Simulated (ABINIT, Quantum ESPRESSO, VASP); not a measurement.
**One structure in several programs: Rh₃Tl₂S₂ (R-3m, 7 atoms in the cell)**

Self-consistent single point.

```
Rh3Tl2S2
1.0
    2.84789     1.64423     4.69821
   -2.84789     1.64423     4.69821
    0.00000    -3.28845     4.69821
Tl Rh S
2 3 2
Direct
  0.00000   0.00000   0.00000
  0.50000   0.50000   0.50000
  0.50000   0.00000   0.00000
  0.00000   0.50000   0.00000
  0.00000   0.00000   0.50000
  0.71972   0.71972   0.71972
  0.28028   0.28028   0.28028
```

All programs got the same cell, k-point mesh and kind of occupations (in VASP's words: KPOINTS grid = 5 5 5; KPOINTS shift = 0 0 0; ISMEAR = -1; SIGMA = 0.1 eV); potentials, basis and cutoffs are each program's usual ones.

| code | model | pressure (GPa) | largest force (eV/Å) | cutoff |
|---|---|---|---|---|
| VASP | PBEsol, VASP's PBE PAW potentials (set 64) | -3.85 | 0.245 | 300 eV |
| ABINIT | PBEsol, norm-conserving pseudopotentials (PseudoDojo nc-sr-04 PBEsol standard) | -3.12 | 0.202 | 44 Ha |
| Quantum ESPRESSO | PBEsol, GBRV 1.5 ultrasoft (PBESOL) pseudopotentials | -4.59 | 0.182 | 40 Ry |

The spread over the programs that give each value: pressure within 1.47 GPa; largest force within 0.063 eV/Å.

The starting cell comes from a database of computed structures (which also holds hypothetical and non-ambient phases and stackings), without a prior relaxation at this level. On VASP's run: Spin-orbit coupling is off. Spin polarisation is off; with an odd number of electrons in the cell that forces a metal, and a magnetic state may lie lower. In the base run, with a pressure of about -4 GPa the cell is away from its equilibrium volume at this level.

Q: Why do the programs differ, and what cannot be compared?

A: Differences of this kind can come from the potentials, where these differ, and from what each basis and cutoff leave unconverged. The valence holds different numbers of electrons (VASP 83, ABINIT 89, Quantum ESPRESSO 83). The zero of total energies and Fermi levels follows the potentials and each program's conventions, so they are not compared here.

VASP's run is marked for a possible Pulay error in its stress at this cutoff; no cutoff test was made.

Left out of this page: Ansatz, GPAW, Elk, FLEUR and SIESTA (not drawn, or without a comparable value).
